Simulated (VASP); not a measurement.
Here is the system:

```
CELL_PARAMETERS angstrom
     -1.64799     1.64799     3.99739
      1.64799    -1.64799     3.99739
      1.64799     1.64799    -3.99739
ATOMIC_POSITIONS crystal
  Si 0.66447 0.66447 0.00000
  Si 0.33553 0.33553 0.00000
  W  0.00000 0.00000 0.00000
```

The numbers are results of vdW-DF2, VASP's PBE PAW potentials (set 64) (plane waves; VASP), not measurements. Run with 520 eV cut-off, Gaussian smearing of 0.050 eV, potentials Si W_sv.

**Question.** Give the energies of bands 6 to 14 at the high-symmetry points, in eV from the Fermi level.

**Answer.** 
```json
[
 {"band": "6", "Γ": "-6.29", "X": "-6.33", "P": "-6.54", "N": "-9.52", "M": "-10.53", "S": "-9.08", "R": "-7.66"},
 {"band": "7", "Γ": "-3.83", "X": "-5.60", "P": "-5.97", "N": "-5.36", "M": "-3.30", "S": "-7.27", "R": "-5.39"},
 {"band": "8", "Γ": "-2.87", "X": "-5.49", "P": "-5.97", "N": "-4.52", "M": "-2.28", "S": "-2.73", "R": "-4.79"},
 {"band": "9", "Γ": "-2.64", "X": "-4.66", "P": "-2.91", "N": "-2.61", "M": "-0.86", "S": "-2.53", "R": "-4.00"},
 {"band": "10", "Γ": "-2.64", "X": "-2.89", "P": "-2.20", "N": "-2.43", "M": "-0.86", "S": "-2.21", "R": "-2.76"},
 {"band": "11", "Γ": "0.54", "X": "-1.63", "P": "-2.20", "N": "-0.32", "M": "-0.44", "S": "-0.22", "R": "-2.15"},
 {"band": "12", "Γ": "2.26", "X": "2.57", "P": "-0.12", "N": "2.40", "M": "-0.44", "S": "1.81", "R": "1.82"},
 {"band": "13", "Γ": "2.82", "X": "2.64", "P": "2.64", "N": "2.63", "M": "0.69", "S": "2.59", "R": "2.04"},
 {"band": "14", "Γ": "2.82", "X": "2.79", "P": "3.22", "N": "3.71", "M": "3.89", "S": "3.46", "R": "2.71"}
]
```

It has no gap at this level: it comes out as a metal or semimetal.

The compound is WSi2 in the MoSi2 type structure. It was relaxed first, which changed the volume by +8 %.
